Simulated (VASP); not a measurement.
# Ti2SnTe2 (I4/mmm) in VASP: relaxation of cell and atoms with PBE

Aim: the relaxation of cell and atoms of Ti2SnTe2 with PBE.

All numbers are computed with VASP 6.6.1; they aren't measurements. Logs are shortened: lines on timing, memory, paths and dates and some standing lists are left out, and cuts for length are marked.

### Step 1. Starting point

The structure is tetragonal, space group I4/mmm (No. 139). The conventional cell has a = 3.584 Å, b = 3.584 Å, c = 17.718 Å, α = 90.00°, β = 90.00°, γ = 90.00°. Ti (site symmetry 4mm) has 4 Te at 2.90 Å and 4 Sn at 3.02 Å and 1 Ti at 3.29 Å as nearest neighbours. Around Sn (site symmetry 4/mmm) lie 8 Ti at 3.02 Å and 2 Te at 3.06 Å. Te (site symmetry 4mm) is surrounded by 4 Ti at 2.90 Å and 1 Sn at 3.06 Å.

The cell was built by a generator and needn't be a form met in nature.

### Step 2. Relaxation of cell and atoms, PBE

File INCAR:

```
PREC = Accurate ; ENCUT = 520
EDIFF = 1E-6 ; ISMEAR = 0
SIGMA = 0.1 ; LREAL = False
LASPH = True ; NELM = 120
ALGO = Normal ; ISIF = 3
LWAVE = False ; LCHARG = False
GGA = PE ; IBRION = 2
NSW = 90 ; EDIFFG = -0.01
KPAR = 8
```

File KPOINTS:

```
Automatic mesh
0
Gamma
  12 12 12
```

File POSCAR:

```
Ti2SnTe2
1.0
   -1.7920000000      1.7920000000      8.8590000000
    1.7920000000     -1.7920000000      8.8590000000
    1.7920000000      1.7920000000     -8.8590000000
Ti Sn Te
2 1 2
Direct
    0.5928434400      0.5928434400      0.0000000000
    0.4071565600      0.4071565600      0.0000000000
    0.0000000000      0.0000000000      0.0000000000
    0.1725364000      0.1725364000      0.0000000000
    0.8274636000      0.8274636000      0.0000000000
```

Potentials or basis: VASP PAW PBE potentials, release 64 (Ti_sv, Sn_d, Te).

Launch:

```
$ cat potpaw_PBE.64/Ti_sv/POTCAR potpaw_PBE.64/Sn_d/POTCAR potpaw_PBE.64/Te/POTCAR > POTCAR
$ mpirun -np 8 vasp_std > vasp.out
```

OUTCAR:

```text
PREC = Accurate
   ENCUT = 520
   EDIFF = 1E-6
   ISMEAR = 0
   LREAL = False
   LASPH = True
   NELM = 120
   ISIF = 3
   GGA = PE
   IBRION = 2
   NSW = 90
   EDIFFG = -0.01

 ion  position               nearest neighbor table
   1  0.593  0.593  0.000-   4 2.90   4 2.90   4 2.90   4 2.90   3 3.02   3 3.02   3 3.02   3 3.02

   2  0.407  0.407  0.000-   5 2.90   5 2.90   5 2.90   5 2.90   3 3.02   3 3.02   3 3.02   3 3.02

   3  0.000  0.000  0.000-   1 3.02   1 3.02   2 3.02   2 3.02   1 3.02   1 3.02   2 3.02   2 3.02
                             4 3.06   5 3.06
   4  0.173  0.173  0.000-   1 2.90   1 2.90   1 2.90   1 2.90   3 3.06
   5  0.827  0.827  0.000-   2 2.90   2 2.90   2 2.90   2 2.90   3 3.06

  LATTYP: Found a body centered tetragonal cell.
 ALAT       =     3.5840000000
 C/A-ratio  =     4.9436383929

  Lattice vectors:

 A1 = (  -1.7920000000,   1.7920000000,   8.8590000000)
 A2 = (   1.7920000000,  -1.7920000000,   8.8590000000)
 A3 = (   1.7920000000,   1.7920000000,  -8.8590000000)

Analysis of symmetry for initial positions (statically):
=====================================================================
 Subroutine PRICEL returns:
 Original cell was already a primitive cell.

 Routine SETGRP: Setting up the symmetry group for a
 body centered tetragonal supercell.

 Subroutine GETGRP returns: Found 16 space group operations
 (whereof 16 operations were pure point group operations)
 out of a pool of 16 trial point group operations.

The static configuration has the point symmetry D_4h.

Analysis of symmetry for dynamics (positions and initial velocities):
=====================================================================
 Subroutine PRICEL returns:
 Original cell was already a primitive cell.

 Routine SETGRP: Setting up the symmetry group for a
 body centered tetragonal supercell.

 Subroutine GETGRP returns: Found 16 space group operations
 (whereof 16 operations were pure point group operations)
 out of a pool of 16 trial point group operations.

The dynamic configuration has the point symmetry D_4h.

 Subroutine INISYM returns: Found 16 space group operations
 (whereof 16 operations are pure point group operations),
 and found     1 'primitive' translations

----------------------------------------------------------------------------------------

                                     Primitive cell

  volume of cell :     113.7944

  direct lattice vectors                    reciprocal lattice vectors
    -1.792000000  1.792000000  8.859000000     0.000000000  0.279017857  0.056439779
     1.792000000 -1.792000000  8.859000000     0.279017857  0.000000000  0.056439779
     1.792000000  1.792000000 -8.859000000     0.279017857  0.279017857  0.000000000

  length of vectors
     9.214358849  9.214358849  9.214358849     0.284668954  0.284668954  0.394590838

  position of ions in fractional coordinates (direct lattice)
     0.592843440  0.592843440  0.000000000
     0.407156560  0.407156560  0.000000000
     0.000000000  0.000000000  0.000000000
     0.172536400  0.172536400  0.000000000
     0.827463600  0.827463600  0.000000000

  ion indices of the primitive-cell ions
   primitive index   ion index
                 1           1
                 2           2
                 3           3
                 4           4
                 5           5

----------------------------------------------------------------------------------------

 KPOINTS: Automatic mesh

Automatic generation of k-mesh.
 Grid dimensions read from file:
 generate k-points for:   12   12   12

 Generating k-lattice:

  Cartesian coordinates                     Fractional coordinates (reciprocal lattice)
     0.000000000  0.023251488  0.004703315     0.083333333 -0.000000000  0.000000000
     0.023251488  0.000000000  0.004703315    -0.000000000  0.083333333  0.000000000
     0.023251488  0.023251488  0.000000000     0.000000000  0.000000000  0.083333333

  Length of vectors
     0.023722413  0.023722413  0.032882570

  Shift w.r.t. Gamma in fractional coordinates (k-lattice)
     0.000000000  0.000000000  0.000000000

 Subroutine IBZKPT returns following result:
 ===========================================

 Found    163 irreducible k-points:

 Following reciprocal coordinates:
            Coordinates               Weight
  0.000000  0.000000  0.000000      1.000000
  0.083333  0.000000  0.000000      8.000000
  0.166667  0.000000  0.000000      8.000000
  0.250000  0.000000  0.000000      8.000000
  0.333333  0.000000  0.000000      8.000000
  0.416667  0.000000 -0.000000      8.000000
[... 16 lines left out ...]
  0.500000  0.166667  0.000000     16.000000
 -0.416667  0.166667  0.000000     16.000000
 [... further k-points ...]
   k-points           NKPTS =    163   k-points in BZ     NKDIM =    163   number of bands    NBANDS=     30
   number of dos      NEDOS =    301   number of ions     NIONS =      5
   total plane-waves  NPLWV = 343000
   dimension x,y,z NGX =    70 NGY =   70 NGZ =   70
   dimension x,y,z NGXF=   140 NGYF=  140 NGZF=  140
   ions per type =               2   1   2
   NGX,Y,Z   is equivalent  to a cutoff of  12.63, 12.63, 12.63 a.u.
   NGXF,Y,Z  is equivalent  to a cutoff of  25.26, 25.26, 25.26 a.u.
 SYSTEM =  unknown system
   PREC   = accura    normal or accurate (medium, high low for compatibility)
   ISTART =      0    job   : 0-new  1-cont  2-samecut
   ICHARG =      2    charge: 1-file 2-atom 10-const
   ISPIN  =      1    spin polarized calculation?
   LNONCOLLINEAR =      F non collinear calculations
   LSORBIT =      F    spin-orbit coupling
   LASPH  =      T    aspherical Exc in radial PAW
   ENCUT  =  520.0 eV  38.22 Ry    6.18 a.u.  17.13 17.13 17.13*2*pi/ulx,y,z
   NELM   =    120;   NELMIN=  2; NELMDL= -5     # of ELM steps
   EDIFF  = 0.1E-05   stopping-criterion for ELM
   LREAL  =      F    real-space projection
   EDIFFG = -.1E-01   stopping-criterion for IOM
   NSW    =     90    number of steps for IOM
   IBRION =      2    ionic relax: 0-MD 1-quasi-New 2-CG
   NFREE  =      1    steps in history (QN), initial steepest desc. (CG)
   ISIF   =      3    stress and relaxation
   ISYM   =      2    0-nonsym 1-usesym 2-fastsym
   POTIM  = 0.5000    time-step for ionic-motion
   TEBEG  =    0.0;   TEEND  =   0.0 temperature during run
   PSTRESS=    0.0 pullay stress
   NELECT =      50.0000    total number of electrons
   NUPDOWN=      -1.0000    fix difference up-down
   EMIN   =  10.00;   EMAX   =-10.00  energy-range for DOS
   EFERMI =   0.00;   METHOD = LEGACY
   ISMEAR =     0;   SIGMA  =   0.10  broadening in eV -4-tet -1-fermi 0-gaus
   EFERMI_NEDOS =   21; number of points for ismear=-14 and -15
   IALGO  =     38    algorithm
   IMIX   =      4    mixing-type and parameters
     AMIX     =   0.40;   BMIX     =  1.00
     AMIX_MAG =   1.60;   BMIX_MAG =  1.00
  volume/ion in A,a.u.               =      22.76       153.58
  Fermi-wavevector in a.u.,A,eV,Ry     =   1.244585  2.351925 21.075317  1.548992
  Thomas-Fermi vector in A             =   2.378845
   LORBIT       =      0    0 simple, 1 ext, 2 COOP (PROOUT), +10 PAW based schemes
   GGA     = PE    functional components
   LHFCALC =     F    Hartree Fock is set to
   AEXX    =    0.0000 exact exchange contribution
   IVDW    =     0    specifies the selected vdW correction
   LEPSILON=     F    determine dielectric tensor
   LRPA    =     F    only Hartree local field effects (RPA)
 conjugate gradient relaxation of ions
 non-spin polarized calculation
 Gauss-broadening in eV      SIGMA  =   0.10
  energy-cutoff  :      520.00
  volume of cell :      113.79
 maximum number of plane-waves:      3101
 NGX is ok and might be reduce to    70
   NGX = 35   NGY = 35   NGZ = 35

--------------------------------------- Ionic step        1  -------------------------------------------

 number of electron      50.0000007 magnetization

 Free energy of the ion-electron system (eV)
  ---------------------------------------------------
  ext. energy  EPLUGINS =         0.00000000
  ---------------------------------------------------
  free energy    TOTEN  =       -27.42789525 eV

  energy without entropy =      -27.40464158  energy(sigma->0) =      -27.41626841

------------------------ aborting loop because EDIFF is reached ----------------------------------------

  FORCE on cell =-STRESS in cart. coord.  units (eV):
  Direction    XX          YY          ZZ          XY          YZ          ZX
  --------------------------------------------------------------------------------------
  -------------------------------------------------------------------------------------
  Total        0.0755196      0.0755196     -0.4282453      0.0000000      0.0000000      0.0000000
  in kB        1.0632852      1.0632852     -6.0295167      0.0000000      0.0000000      0.0000000
  external PRESSURE =      -1.3009821 kB  Pullay stress =       0.0000000 kB
[... 98 lines left out ...]
  FREE ENERGIE OF THE ION-ELECTRON SYSTEM (eV)
  ---------------------------------------------------
  free  energy   TOTEN  =       -27.4297154344 eV

  energy  without entropy=      -27.4068999619  energy(sigma->0) =      -27.41830770

[... ionic steps 4 to 23 ...]

--------------------------------------- Ionic step       24  -------------------------------------------

 number of electron      50.0000000 magnetization

------------------------ aborting loop because EDIFF is reached ----------------------------------------

  FORCE on cell =-STRESS in cart. coord.  units (eV):
  Direction    XX          YY          ZZ          XY          YZ          ZX
  --------------------------------------------------------------------------------------
  -------------------------------------------------------------------------------------
  Total        0.0553725      0.0553725      0.0628181      0.0000000      0.0000000      0.0000000
  in kB        0.7747357      0.7747357      0.8789099      0.0000000      0.0000000      0.0000000
  external PRESSURE =       0.8094604 kB  Pullay stress =       0.0000000 kB
[... 63 lines left out ...]
  energy  without entropy=      -27.4123803146  energy(sigma->0) =      -27.42398314

--------------------------------------- Ionic step       26  -------------------------------------------

 number of electron      50.0000000 magnetization

 Free energy of the ion-electron system (eV)
  ---------------------------------------------------
  ext. energy  EPLUGINS =         0.00000000
  ---------------------------------------------------
  free energy    TOTEN  =       -27.43559674 eV

  energy without entropy =      -27.41242239  energy(sigma->0) =      -27.42400956

 E-fermi :   8.7356     XC(G=0): -10.6497

 val. band max:        8.7354763491   @ k =  -0.3333   0.1667   0.0833
 cond. band min:       8.7385700527   @ k =  -0.1667  -0.1667   0.1667
 fundamental gap:      0.0030937036
 Fermi energy:         8.7355726344

 k-point     1 :       0.0000    0.0000    0.0000
  band No.  band energies     occupation
      1     -48.5420      2.00000
      2     -48.5332      2.00000
      3     -24.8396      2.00000
      4     -24.8396      2.00000
      5     -24.8307      2.00000
      6     -24.8307      2.00000
[... 781 lines left out ...]
     29       9.8825      0.00000
     30      10.2637      0.00000

 [... further k-points ...]

------------------------ aborting loop because EDIFF is reached ----------------------------------------

  FORCE on cell =-STRESS in cart. coord.  units (eV):
  Direction    XX          YY          ZZ          XY          YZ          ZX
  --------------------------------------------------------------------------------------
  -------------------------------------------------------------------------------------
  Total       -0.0031771     -0.0031771      0.0172829      0.0000000      0.0000000      0.0000000
  in kB       -0.0443780     -0.0443780      0.2414093      0.0000000      0.0000000      0.0000000
  external PRESSURE =       0.0508844 kB  Pullay stress =       0.0000000 kB
[... 20 lines left out ...]
  FREE ENERGIE OF THE ION-ELECTRON SYSTEM (eV)
  ---------------------------------------------------
  free  energy   TOTEN  =       -27.4355967351 eV

  energy  without entropy=      -27.4124223884  energy(sigma->0) =      -27.42400956

 reached required accuracy - stopping structural energy minimisation
```

Run time: 73 min. Hardware: 8 MPI ranks of AMD EPYC 9R45 (Zen 5), shared host; peak memory 1.2 GiB.

Results:

```
Free energy                            : -27.4356 eV
Relaxed volume                         : 22.94 Å³/atom
Relaxed cell                           : a = 9.128 Å, b = 9.128 Å, c = 9.128 Å, α = 157.14°, β = 157.14°, γ = 32.55°
Space group after relaxing (to 0.05 Å) : I4/mmm (No. 139)
Energy gained by relaxing              : 1.5 meV/atom
Ionic steps                            : 26
Pressure after relaxing                : 0.0 GPa
Largest force after relaxing           : 0.008 eV/Å
Band gap on the k mesh                 : none (metal or under the smearing width)
```

Forces on the atoms (eV/Å):
```
Ti   0.000  0.000 -0.008
Ti   0.000  0.000  0.008
Sn   0.000  0.000  0.000
Te   0.000  0.000  0.003
Te   0.000  0.000 -0.003
```

The path:
| step | energy change (eV) | largest force (eV/Å) | pressure (GPa) | volume (Å³) |
| --- | --- | --- | --- | --- |
| 1 | 0.0000 | 0.0403 | -0.13 | 113.79 |
| 2 | -0.0014 | 0.0555 | 0.15 | 113.49 |
| 3 | -0.0018 | 0.0676 | 0.33 | 113.24 |
| 4 | -0.0028 | 0.0681 | 0.18 | 113.41 |
| 5 | -0.0036 | 0.0713 | -0.10 | 113.78 |
| 6 | -0.0040 | 0.0598 | -0.08 | 113.71 |
| 7 | -0.0047 | 0.0361 | 0.02 | 113.52 |
| 8 | -0.0047 | 0.0451 | 0.02 | 113.48 |
| 9 | -0.0049 | 0.0384 | 0.08 | 113.49 |
| 10 | -0.0055 | 0.0210 | 0.16 | 113.54 |
| 11 | -0.0057 | 0.0324 | 0.34 | 113.63 |
| 12 | -0.0058 | 0.0239 | 0.28 | 113.59 |
| 13 | -0.0059 | 0.0228 | 0.26 | 113.63 |
| 14 | -0.0061 | 0.0222 | 0.26 | 113.74 |
| 15 | -0.0064 | 0.0190 | 0.16 | 113.97 |
| 16 | -0.0067 | 0.0126 | 0.01 | 114.42 |
| 17 | -0.0068 | 0.0116 | 0.00 | 114.49 |
| 18 | -0.0069 | 0.0076 | -0.03 | 114.51 |
| 19 | -0.0073 | 0.0294 | -0.05 | 114.56 |
| 20 | -0.0071 | 0.0723 | -0.10 | 114.67 |
| 21 | -0.0073 | 0.0442 | -0.07 | 114.60 |
| 22 | -0.0075 | 0.0333 | 0.01 | 114.52 |
| 23 | -0.0075 | 0.0217 | 0.09 | 114.43 |
| 24 | -0.0076 | 0.0138 | 0.08 | 114.51 |
| 25 | -0.0077 | 0.0131 | -0.01 | 114.77 |
| 26 | -0.0077 | 0.0083 | 0.01 | 114.70 |

Final structure:
```
CELL_PARAMETERS angstrom
-1.80905 1.80905 8.76216
1.80905 -1.80905 8.76216
1.80905 1.80905 -8.76216
ATOMIC_POSITIONS crystal
Ti 0.58876 0.58876 0.00000
Ti 0.41124 0.41124 0.00000
Sn 0.00000 0.00000 0.00000
Te 0.17100 0.17100 0.00000
Te 0.82900 0.82900 0.00000
```
